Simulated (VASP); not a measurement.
These are PBE GGA, VASP's PBE PAW potentials (set 64) (plane waves; VASP 6.6.1) values and carry that method's errors.

The input files of a VASP run:

INCAR:
```
ALGO = Fast
EDIFF = 1E-5
EDIFFG = -0.03
ENCUT = 400
GGA = PE
IBRION = 2
ISIF = 2
ISMEAR = 0
ISYM = 0
LASPH = .TRUE.
LCHARG = .FALSE.
LMAXMIX = 4
LREAL = Auto
LWAVE = .TRUE.
NELECT = 254.0
NELM = 100
NELMIN = 4
NSW = 60
PREC = Normal
SIGMA = 0.05
SYSTEM = GaSi63
```

KPOINTS:
```
Automatic mesh
0
G
 1 1 1
0 0 0
```

**POSCAR**
```
GaSi63
1
   10.9370747000     0.0000000000     0.0000000000
    0.0000000000    10.9370747000     0.0000000000
   -0.0000000000    -0.0000000000    10.9370747000
Si Ga
63 1
Direct
  0.5000000000   0.0000000000   0.0000000000
  0.6250000000   0.1250000000   0.1250000000
  0.7500000000   0.2500000000   0.0000000000
  0.8750000000   0.3750000000   0.1250000000
  0.7500000000   0.0000000000   0.2500000000
  0.8750000000   0.1250000000   0.3750000000
  0.0000000000   0.0000000000   0.0000000000
  0.1250000000   0.1250000000   0.1250000000
  0.2500000000   0.2500000000   0.0000000000
  0.3750000000   0.3750000000   0.1250000000
  0.5000000000   0.5000000000   0.0000000000
  0.6250000000   0.6250000000   0.1250000000
  0.7500000000   0.7500000000   0.0000000000
  0.8750000000   0.8750000000   0.1250000000
  0.2500000000   0.0000000000   0.2500000000
  0.3750000000   0.1250000000   0.3750000000
  0.5000000000   0.2500000000   0.2500000000
  0.6254290000   0.3793020000   0.3786580000
  0.7500000000   0.5000000000   0.2500000000
  0.8750000000   0.6250000000   0.3750000000
  0.5000000000   0.0000000000   0.5000000000
  0.6250000000   0.1250000000   0.6250000000
  0.7500000000   0.2500000000   0.5000000000
  0.8750000000   0.3750000000   0.6250000000
  0.7500000000   0.0000000000   0.7500000000
  0.8750000000   0.1250000000   0.8750000000
  0.0000000000   0.5000000000   0.0000000000
  0.1250000000   0.6250000000   0.1250000000
  0.2500000000   0.7500000000   0.0000000000
  0.3750000000   0.8750000000   0.1250000000
  0.0000000000   0.2500000000   0.2500000000
  0.1250000000   0.3750000000   0.3750000000
  0.2500000000   0.5000000000   0.2500000000
  0.3759740000   0.6267570000   0.3753710000
  0.5000000000   0.7500000000   0.2500000000
  0.6250000000   0.8750000000   0.3750000000
  0.0000000000   0.0000000000   0.5000000000
  0.1250000000   0.1250000000   0.6250000000
  0.2500000000   0.2500000000   0.5000000000
  0.3761170000   0.3793120000   0.6265250000
  0.6228090000   0.6212300000   0.6266010000
  0.7500000000   0.7500000000   0.5000000000
  0.8750000000   0.8750000000   0.6250000000
  0.2500000000   0.0000000000   0.7500000000
  0.3750000000   0.1250000000   0.8750000000
  0.5000000000   0.2500000000   0.7500000000
  0.6250000000   0.3750000000   0.8750000000
  0.7500000000   0.5000000000   0.7500000000
  0.8750000000   0.6250000000   0.8750000000
  0.0000000000   0.7500000000   0.2500000000
  0.1250000000   0.8750000000   0.3750000000
  0.0000000000   0.5000000000   0.5000000000
  0.1250000000   0.6250000000   0.6250000000
  0.2500000000   0.7500000000   0.5000000000
  0.3750000000   0.8750000000   0.6250000000
  0.0000000000   0.2500000000   0.7500000000
  0.1250000000   0.3750000000   0.8750000000
  0.2500000000   0.5000000000   0.7500000000
  0.3750000000   0.6250000000   0.8750000000
  0.5000000000   0.7500000000   0.7500000000
  0.6250000000   0.8750000000   0.8750000000
  0.0000000000   0.7500000000   0.7500000000
  0.1250000000   0.8750000000   0.8750000000
  0.4995110000   0.4974630000   0.5035510000
```

POTCAR, in this order: Si Ga (PBE.64 set). Program: vasp_gam.

The cell is charged, with a uniform compensating background. The supercell is sampled at Γ alone, which is coarse: total energies, pressure and levels can be off, energies of defects by several tenths of an eV.

Problem. What does the run give for the energy per atom (σ→0)?

Solution. 
```yaml
energy per atom (σ→0): -5.360 eV/atom
```

### OSZICAR
```
...
RMM:   4    -0.343042212552E+03   -0.15566E-06   -0.23420E-06   174   0.370E-03
  13 F= -.34304221E+03 E0= -.34303726E+03  d E =-.233194E-02
       N       E                     dE             d eps       ncg     rms          rms(c)
DAV:   1    -0.343042875165E+03   -0.66277E-03   -0.15899E-02   344   0.235E-01    0.616E-02
RMM:   2    -0.343042936589E+03   -0.61424E-04   -0.76768E-04   320   0.629E-02    0.243E-02
RMM:   3    -0.343042943720E+03   -0.71308E-05   -0.12971E-04   322   0.286E-02    0.110E-02
RMM:   4    -0.343042945666E+03   -0.19462E-05   -0.24694E-05   200   0.129E-02
  14 F= -.34304295E+03 E0= -.34303827E+03  d E =-.733114E-03
```

The cell is a supercell with a defect, built from Si (diamond): Ga_Si, charge +1. The run is not spin-polarised, so no state with unpaired spins was tried.
